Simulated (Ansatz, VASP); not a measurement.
**NbTe: VASP beside Ansatz**

The input INCAR:

```
SYSTEM = NbTe
PREC = Accurate
ENCUT = 520
EDIFF = 1E-7
ISMEAR = -1
SIGMA = 0.05
LREAL = .False.
LASPH = .True.
NELM = 100
ALGO = Normal
ISIF = 2
LWAVE = .False.
LCHARG = .False.
GGA = PE
NBANDS = 16
```

File KPOINTS:

```
Automatic mesh
0
Gamma
  8 8 8
  0 0 0
```

File POSCAR:

```
NbTe
1.0
    3.3557681326      0.0000000000      0.0000000000
    0.0000000000      3.3557681326      0.0000000000
    0.0000000000      0.0000000000      3.3557681326
Nb Te
1 1
Direct
    0.5000000000      0.5000000000      0.5000000000
    0.0000000000      0.0000000000      0.0000000000
```

File input.yaml:

```yaml
crystal:
  lattice:
    - [3.3557681326, 0.0, 0.0]
    - [0.0, 3.3557681326, 0.0]
    - [0.0, 0.0, 3.3557681326]
  atoms:
    - { symbol: Nb, position: [0.5, 0.5, 0.5] }
    - { symbol: Te, position: [0.0, 0.0, 0.0] }
hamiltonian:
  xc: pbe
  pseudopotentials: { kind: paw }
kpoints:
  mp_grid: { grid: [8, 8, 8] }
scf:
  occupations: { method: fermi_dirac, width: 0.05 }
output:
  forces: true
  stress: true
  eigenvalues: true
```

The cell was built by a generator and needn't be a form met in nature.

Alike in both runs: task single point; functional PBE; k mesh 8 × 8 × 8; occupations fermi-dirac, width 0.05 eV; no spin polarisation.

```csv
,VASP,Ansatz
version,VASP 6.6.1,Ansatz 0.2.0
potentials or method,"VASP PAW PBE potentials, release 64 (Nb_sv, Te)",Ansatz PAW
plane-wave cutoff (eV),520,420
valence electrons in the cell,19,29
```

Ansatz gave:

- gap on the k mesh at the Fermi level (eV): none
- pressure (GPa): 9.4

Q: What did VASP give for the same quantities?

A: gap on the k mesh at the Fermi level (eV): none; pressure (GPa): 9.2.

A gap of «none» marks a metal or a gap that the smearing closes. The two sets of potentials don't hold the same shells in valence.

The runs have no spin-orbit coupling, so splittings on Te are missing.
